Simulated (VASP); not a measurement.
VASP ran on this input.

INCAR:
```
SYSTEM = CdSe
PREC = Accurate
ENCUT = 520
EDIFF = 1E-6
NELM = 100
ALGO = Normal
LREAL = .FALSE.
LASPH = .TRUE.
ISMEAR = 0
SIGMA = 0.05
GGA = PE
IVDW = 12
LMAXMIX = 4
LWAVE = .FALSE.
LCHARG = .FALSE.
IBRION = 2
ISIF = 3
NSW = 60
EDIFFG = -0.02
```

### POSCAR
```
CdSe
1
    2.1696156653    -3.7578843225    -0.0000000000
    2.1696156653     3.7578843225     0.0000000000
    0.0000000000     0.0000000000     7.0646758361
Cd Se
2 2
Direct
  0.6666670000   0.3333330000   0.5001180349
  0.3333330000   0.6666670000   0.0001180349
  0.6666670000   0.3333330000   0.8758819651
  0.3333330000   0.6666670000   0.3758819651
```

File KPOINTS:
```
Automatic mesh
0
Gamma
5 5 3
0 0 0
```

POTCAR, in this order: Cd Se (PBE.64 set). Program: vasp_std.

Task: Translate this PBE-D3(BJ) calculation to Quantum ESPRESSO's pw.x.

Result: One equivalent input (not run):
```
&CONTROL
  calculation = 'vc-relax'
  pseudo_dir = './pseudo'
  outdir = './out'
  tprnfor = .true.
  tstress = .true.
  nstep = 60
  forc_conv_thr = 0.00078
/
&SYSTEM
  ibrav = 0
  nat = 4
  ntyp = 2
  ecutwfc = 102
  occupations = 'smearing'
  smearing = 'gaussian'
  degauss = 0.003675
  input_dft = 'pbe'
  vdw_corr = 'grimme-d3'
  dftd3_version = 4
  dftd3_threebody = .false.
/
&ELECTRONS
  conv_thr = 7.3e-08
  electron_maxstep = 100
/
&IONS
/
&CELL
/
ATOMIC_SPECIES
  Cd 112.414 Cd.upf
  Se 78.971 Se.upf
CELL_PARAMETERS angstrom
     2.1696157   -3.7578843   -0.0000000
     2.1696157    3.7578843    0.0000000
     0.0000000    0.0000000    7.0646758
ATOMIC_POSITIONS crystal
  Cd   0.6666670  0.3333330  0.5001180
  Cd   0.3333330  0.6666670  0.0001180
  Se   0.6666670  0.3333330  0.8758820
  Se   0.3333330  0.6666670  0.3758820
K_POINTS automatic
  5 5 3 0 0 0
```
The two are equivalent in intent, not identical: the potentials are each code's own (VASP's PAW set, PseudoDojo norm-conserving files in pw.x), so ENCUT and ecutwfc are chosen apart and not converted; conv_thr bounds pw.x's estimated SCF error, while EDIFF bounds the energy change between steps; forc_conv_thr acts on force components and is met together with etot_conv_thr.

The compound is CdSe in the wurtzite structure. This run relaxes it. Symmetry was kept, so distortions that lower it aren't found. The start is the result of an earlier pass.
